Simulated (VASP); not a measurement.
InP:

```
In P
1.0
     0.00000    2.93050    2.93050
     2.93050    0.00000    2.93050
     2.93050    2.93050    0.00000
In P
1 1
Cartesian
  0.0000 0.0000 0.0000
  1.4652 1.4652 1.4652
```

```yaml
Program: VASP 6.6.1
Task: relaxation of cell and atoms
Functional: PBE
Potentials_or_basis: VASP PAW PBE potentials, release 64 (In_d, P)
Cutoff: 600 eV
k_mesh: 8 × 8 × 8
Occupations: gaussian, width 0.03 eV
Spin: no spin polarisation
```

At the start: pressure 3.3 GPa; volume 25.17 Å³/atom.

Problem. Where does the relaxation end?

Solution. Over 3 steps the energy falls by 12.5 meV/atom and the volume is 26.44 Å³/atom (+5.1 %); space group F-43m (No. 216, to 0.05 Å).

The path:
| step | energy change (eV) | largest force (eV/Å) | pressure (GPa) | volume (Å³) |
| --- | --- | --- | --- | --- |
| 1 | 0.0000 | 0.0000 | 3.30 | 50.33 |
| 2 | -0.0192 | 0.0000 | -1.39 | 54.20 |
| 3 | -0.0251 | 0.0000 | 0.01 | 52.88 |

Final structure:
```
In P
1.0
     0.00000    2.97915    2.97915
     2.97915    0.00000    2.97915
     2.97915    2.97915    0.00000
In P
1 1
Direct
  0.00000 0.00000 0.00000
  0.25000 0.25000 0.25000
```
